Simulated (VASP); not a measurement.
Crystal: NdN.

```
Nd N
1.0
     0.00000    2.56600    2.56600
     2.56600    0.00000    2.56600
     2.56600    2.56600    0.00000
Nd N
1 1
Cartesian
  2.5660 2.5660 2.5660
  0.0000 0.0000 0.0000
```

The cell comes from a database or a generator and needn't be the stable form of this composition.

Base run:

* Program: VASP 6.6.1
* Functional: BLYP
* Potentials or basis: VASP PAW PBE potentials, release 64 (Nd, N)
* Cutoff: 520 eV
* k mesh: 7 × 7 × 7
* Occupations: fermi-dirac, width 0.05 eV
* Spin: collinear spin, ferromagnetic start
* Starting moments: [3.0, 0.0] μB

Its results: pressure 3.8 GPa; net moment 3.00 μB per cell; site moments Nd +2.85; N -0.11 μB.

Problem. The run is repeated on the same cell with these changes: functional from BLYP to PBEsol. What comes out?

Solution. Pressure -9.0 GPa; net moment 2.98 μB per cell; site moments Nd +2.83; N -0.16 μB.

PBEsol binds more tightly than BLYP, so the same cell stands under less pressure.

Caveats: the magnetic or orbital state may not be the lowest; the PAW data sets were made with another functional, which shifts forces and pressure a little.
